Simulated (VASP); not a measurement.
Output of a VASP run:

### OSZICAR
```
...
   2 F= -.21617417E+03 E0= -.21617417E+03  d E =-.122369E+00
       N       E                     dE             d eps       ncg     rms          rms(c)
DAV:   1    -0.216181585337E+03   -0.74108E-02   -0.85186E+00   720   0.491E+00    0.123E+00
RMM:   2    -0.216195574677E+03   -0.13989E-01   -0.17729E-01   680   0.735E-01    0.338E-01
RMM:   3    -0.216197555055E+03   -0.19804E-02   -0.30881E-02   683   0.319E-01    0.297E-01
RMM:   4    -0.216197738728E+03   -0.18367E-03   -0.64274E-03   697   0.172E-01    0.241E-01
RMM:   5    -0.216197645817E+03    0.92910E-04   -0.21705E-03   684   0.968E-02    0.657E-02
RMM:   6    -0.216197713505E+03   -0.67688E-04   -0.67413E-04   712   0.461E-02    0.504E-02
RMM:   7    -0.216197699821E+03    0.13684E-04   -0.28554E-04   660   0.302E-02    0.211E-02
RMM:   8    -0.216197700455E+03   -0.63363E-06   -0.57194E-05   562   0.175E-02
   3 F= -.21619770E+03 E0= -.21619770E+03  d E =-.145894E+00
       N       E                     dE             d eps       ncg     rms          rms(c)
DAV:   1    -0.216197750850E+03   -0.51029E-04   -0.41939E-02   752   0.346E-01    0.845E-02
RMM:   2    -0.216197818648E+03   -0.67798E-04   -0.84400E-04   675   0.507E-02    0.238E-02
RMM:   3    -0.216197828468E+03   -0.98204E-05   -0.14808E-04   613   0.220E-02    0.196E-02
RMM:   4    -0.216197829382E+03   -0.91369E-06   -0.29843E-05   452   0.112E-02
   4 F= -.21619783E+03 E0= -.21619783E+03  d E =-.146023E+00
       N       E                     dE             d eps       ncg     rms          rms(c)
DAV:   1    -0.216201606290E+03   -0.37778E-02   -0.13255E+00   712   0.203E+00    0.462E-01
RMM:   2    -0.216203627067E+03   -0.20208E-02   -0.24258E-02   680   0.302E-01    0.128E-01
RMM:   3    -0.216203948577E+03   -0.32151E-03   -0.42389E-03   684   0.129E-01    0.104E-01
RMM:   4    -0.216203972524E+03   -0.23946E-04   -0.85917E-04   700   0.690E-02    0.850E-02
RMM:   5    -0.216203949282E+03    0.23241E-04   -0.25557E-04   682   0.372E-02    0.249E-02
RMM:   6    -0.216203958213E+03   -0.89309E-05   -0.78667E-05   602   0.165E-02
   5 F= -.21620396E+03 E0= -.21620396E+03  d E =-.612883E-02
       N       E                     dE             d eps       ncg     rms          rms(c)
DAV:   1    -0.216203638653E+03    0.31063E-03   -0.11378E+00   728   0.188E+00    0.430E-01
RMM:   2    -0.216205436012E+03   -0.17974E-02   -0.21404E-02   680   0.284E-01    0.120E-01
RMM:   3    -0.216205721566E+03   -0.28555E-03   -0.37261E-03   685   0.121E-01    0.100E-01
RMM:   4    -0.216205741880E+03   -0.20315E-04   -0.75164E-04   699   0.648E-02    0.812E-02
RMM:   5    -0.216205721667E+03    0.20213E-04   -0.22841E-04   681   0.351E-02    0.238E-02
RMM:   6    -0.216205729884E+03   -0.82167E-05   -0.70658E-05   588   0.156E-02
   6 F= -.21620573E+03 E0= -.21620573E+03  d E =-.790050E-02
       N       E                     dE             d eps       ncg     rms          rms(c)
DAV:   1    -0.216206628503E+03   -0.90684E-03   -0.44917E-01   728   0.119E+00    0.233E-01
RMM:   2    -0.216207240957E+03   -0.61245E-03   -0.72415E-03   680   0.163E-01    0.587E-02
RMM:   3    -0.216207355003E+03   -0.11405E-03   -0.12740E-03   685   0.689E-02    0.639E-02
RMM:   4    -0.216207360923E+03   -0.59204E-05   -0.22567E-04   688   0.357E-02    0.484E-02
RMM:   5    -0.216207356471E+03    0.44522E-05   -0.79943E-05   604   0.196E-02
   7 F= -.21620736E+03 E0= -.21620736E+03  d E =-.162659E-02
```

OUTCAR:
```
------------------------ aborting loop because EDIFF is reached ----------------------------------------
  FORCE on cell =-STRESS in cart. coord.  units (eV):
  Direction    XX          YY          ZZ          XY          YZ          ZX
  --------------------------------------------------------------------------------------
  Total       19.3748592     19.3882139     19.3843032      0.0313837      0.0268812      0.0137409
  in kB       24.0189999     24.0355557     24.0307077      0.0389063      0.0333246      0.0170346
  external PRESSURE =      24.0284211 kB  Pullay stress =       0.0000000 kB
  volume of cell :     1292.39
      direct lattice vectors                 reciprocal lattice vectors
    10.892596236  0.000000000  0.000000000     0.091805478  0.000000000  0.000000000
     0.000000000 10.892596236  0.000000000     0.000000000  0.091805478  0.000000000
     0.000000000  0.000000000 10.892596236     0.000000000  0.000000000  0.091805478
  FREE ENERGIE OF THE ION-ELECTRON SYSTEM (eV)
  ---------------------------------------------------
  free  energy   TOTEN  =      -216.2073564708 eV

  energy  without entropy=     -216.2073564708  energy(sigma->0) =     -216.20735647

 reached required accuracy - stopping structural energy minimisation
```
(Selected blocks of OUTCAR.)

### POSCAR
```
AlZn31S32
1
   10.8925962364     0.0000000000     0.0000000000
    0.0000000000    10.8925962364    -0.0000000000
   -0.0000000000    -0.0000000000    10.8925962364
Zn S Al
31 32 1
Direct
  0.5000000000   0.0000000000   0.0000000000
  0.7500000000   0.2500000000   0.0000000000
  0.7500000000   0.0000000000   0.2500000000
  0.0000000000   0.0000000000   0.0000000000
  0.2500000000   0.2500000000   0.0000000000
  0.5000000000   0.5000000000   0.0000000000
  0.7500000000   0.7500000000   0.0000000000
  0.2500000000   0.0000000000   0.2500000000
  0.5000000000   0.2500000000   0.2500000000
  0.7500000000   0.5000000000   0.2500000000
  0.5000000000   0.0000000000   0.5000000000
  0.7500000000   0.2500000000   0.5000000000
  0.7500000000   0.0000000000   0.7500000000
  0.0000000000   0.5000000000   0.0000000000
  0.2500000000   0.7500000000   0.0000000000
  0.0000000000   0.2500000000   0.2500000000
  0.2500000000   0.5000000000   0.2500000000
  0.5000000000   0.7500000000   0.2500000000
  0.0000000000   0.0000000000   0.5000000000
  0.2500000000   0.2500000000   0.5000000000
  0.7500000000   0.7500000000   0.5000000000
  0.2500000000   0.0000000000   0.7500000000
  0.5000000000   0.2500000000   0.7500000000
  0.7500000000   0.5000000000   0.7500000000
  0.0000000000   0.7500000000   0.2500000000
  0.0000000000   0.5000000000   0.5000000000
  0.2500000000   0.7500000000   0.5000000000
  0.0000000000   0.2500000000   0.7500000000
  0.2500000000   0.5000000000   0.7500000000
  0.5000000000   0.7500000000   0.7500000000
  0.0000000000   0.7500000000   0.7500000000
  0.6250000000   0.1250000000   0.1250000000
  0.8750000000   0.3750000000   0.1250000000
  0.8750000000   0.1250000000   0.3750000000
  0.1250000000   0.1250000000   0.1250000000
  0.3750000000   0.3750000000   0.1250000000
  0.6250000000   0.6250000000   0.1250000000
  0.8750000000   0.8750000000   0.1250000000
  0.3750000000   0.1250000000   0.3750000000
  0.6254310000   0.3793190000   0.3786720000
  0.8750000000   0.6250000000   0.3750000000
  0.6250000000   0.1250000000   0.6250000000
  0.8750000000   0.3750000000   0.6250000000
  0.8750000000   0.1250000000   0.8750000000
  0.1250000000   0.6250000000   0.1250000000
  0.3750000000   0.8750000000   0.1250000000
  0.1250000000   0.3750000000   0.3750000000
  0.3759780000   0.6267640000   0.3753730000
  0.6250000000   0.8750000000   0.3750000000
  0.1250000000   0.1250000000   0.6250000000
  0.3761220000   0.3793290000   0.6265310000
  0.6228010000   0.6212150000   0.6266070000
  0.8750000000   0.8750000000   0.6250000000
  0.3750000000   0.1250000000   0.8750000000
  0.6250000000   0.3750000000   0.8750000000
  0.8750000000   0.6250000000   0.8750000000
  0.1250000000   0.8750000000   0.3750000000
  0.1250000000   0.6250000000   0.6250000000
  0.3750000000   0.8750000000   0.6250000000
  0.1250000000   0.3750000000   0.8750000000
  0.3750000000   0.6250000000   0.8750000000
  0.6250000000   0.8750000000   0.8750000000
  0.1250000000   0.8750000000   0.8750000000
  0.4995090000   0.4974530000   0.5035640000
```

Problem. Write an INCAR and KPOINTS that could have produced this output.

Solution. Several could match; the one computed here: the input of the run itself, PBE GGA, plane waves, VASP's PBE PAW potentials (set 64).

**KPOINTS**
```
Automatic mesh
0
Gamma
1 1 1
0 0 0
```

### INCAR
```
SYSTEM = AlZn31S32
PREC = Normal
ENCUT = 400
EDIFF = 1E-5
NELM = 100
ALGO = Fast
LREAL = Auto
LASPH = .TRUE.
ISMEAR = 0
SIGMA = 0.05
GGA = PE
LMAXMIX = 4
LWAVE = .FALSE.
LCHARG = .FALSE.
NELMIN = 4
ISYM = 0
NELECT = 568.0
IBRION = 2
ISIF = 2
NSW = 60
EDIFFG = -0.03
```

POTCAR, in this order: Zn S Al (PBE.64 set). Program: vasp_gam.

The cell is charged, with a uniform compensating background. The supercell is sampled at Γ alone, which is coarse: total energies, pressure and levels can be off, energies of defects by several tenths of an eV.

The cell is a supercell with a defect, built from ZnS (zinc blende): Al_Zn, charge -1. The run is not spin-polarised, so no state with unpaired spins was tried.
